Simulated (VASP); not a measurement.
An input for Quantum ESPRESSO's pw.x (written as the equivalent of a VASP run, and not itself run):

```
&CONTROL
  calculation = 'vc-relax'
  pseudo_dir = './pseudo'
  outdir = './out'
  tprnfor = .true.
  tstress = .true.
  nstep = 60
  forc_conv_thr = 0.00078
/
&SYSTEM
  ibrav = 0
  nat = 8
  ntyp = 3
  ecutwfc = 80
  occupations = 'smearing'
  smearing = 'gaussian'
  degauss = 0.003675
  input_dft = 'pbesol'
/
&ELECTRONS
  conv_thr = 7.3e-08
  electron_maxstep = 100
/
&IONS
/
&CELL
/
ATOMIC_SPECIES
  Al 26.982 Al.upf
  Sb 121.760 Sb.upf
  P 30.974 P.upf
CELL_PARAMETERS angstrom
    -0.0000000    3.0006096    3.0006096
     3.0006096   -0.0000000    3.0006096
    11.9994231   11.9994231    0.0030155
ATOMIC_POSITIONS crystal
  Al   0.0223295  0.0223295  0.9832528
  Al   0.0074901  0.0074901  0.2443824
  Al   0.9932044  0.9932044  0.5050967
  Al   0.9782361  0.9782361  0.7663229
  Sb   0.2632550  0.2632550  0.0525587
  Sb   0.2494818  0.2494818  0.3128887
  Sb   0.2349557  0.2349557  0.5737832
  P    0.2510474  0.2510474  0.8117144
K_POINTS automatic
  6 6 2 0 0 0
```

Question: Translate this input to VASP (INCAR, KPOINTS, POSCAR, choice of POTCAR).

Answer: This is not unique; one that fits is 
**POSCAR**
```
Al4PSb3
1
   -0.0000000000     3.0006096292     3.0006096292
    3.0006096292    -0.0000000000     3.0006096292
   11.9994230630    11.9994230630     0.0030154539
Al Sb P
4 3 1
Direct
  0.0223295348   0.0223295348   0.9832528489
  0.0074900878   0.0074900878   0.2443824341
  0.9932043654   0.9932043654   0.5050967260
  0.9782361132   0.9782361132   0.7663229151
  0.2632550080   0.2632550080   0.0525587440
  0.2494817879   0.2494817879   0.3128886590
  0.2349556849   0.2349556849   0.5737832363
  0.2510474179   0.2510474179   0.8117144366
```

### KPOINTS
```
Automatic
0
Gamma
  6 6 2
```

INCAR:
```
ALGO = Normal
EDIFF = 1E-6
EDIFFG = -0.02
ENCUT = 400
GGA = PS
IBRION = 2
ISIF = 3
ISMEAR = 0
LASPH = T
LCHARG = F
LMAXMIX = 4
LREAL = F
LWAVE = F
NELM = 100
NSW = 60
PREC = Accurate
SIGMA = 0.05
SYSTEM = Al4PSb3
```

POTCAR, in this order: Al Sb P (PBE.64 set). Program: vasp_std.

What does not carry over: the potentials are each code's own (VASP's PAW set, PseudoDojo norm-conserving files in pw.x), so ENCUT and ecutwfc are chosen apart and not converted; conv_thr bounds pw.x's estimated SCF error, while EDIFF bounds the energy change between steps; forc_conv_thr acts on force components and is met together with etot_conv_thr.

The structure was generated: Al4PSb3 was put into an ordered model structure (R3m), which need not be its known phase. This run relaxes it. Symmetry was kept, so distortions that lower it aren't found. The start is the result of an earlier pass.
